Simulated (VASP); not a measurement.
Data:

```xyz
2
Lattice="0.0000 3.0070 3.0070 3.0070 0.0000 3.0070 3.0070 3.0070 0.0000" Properties=species:S:1:pos:R:3 pbc="T T T"
In     0.0000     0.0000     0.0000
As     1.5035     1.5035     1.5035
```

Computed with PBE GGA with D3 dispersion (zero damping), VASP's PBE PAW potentials (set 64) (plane waves; VASP). Settings: 520 eV cut-off, 10×10×10 Γ-centred mesh, first-order Methfessel-Paxton smearing of 0.10 eV, potentials In_d As.

Unless said otherwise, spin-orbit coupling is left out, though it shifts the bands of the heavy elements here.

Q: Estimate the energy per atom (σ→0), pressure, band gap (on the k-mesh) with the smallest direct gap where there is one.

A: 
```yaml
band gap (on the k-mesh): none (metal, semimetal or under 0.01 eV)
energy per atom (σ→0): -390.8 kJ/mol-atom
pressure: 3.69 GPa
```

The compound is InAs in the zinc blende structure. This cell is one point of a volume scan, at 0.94 of the reference volume.
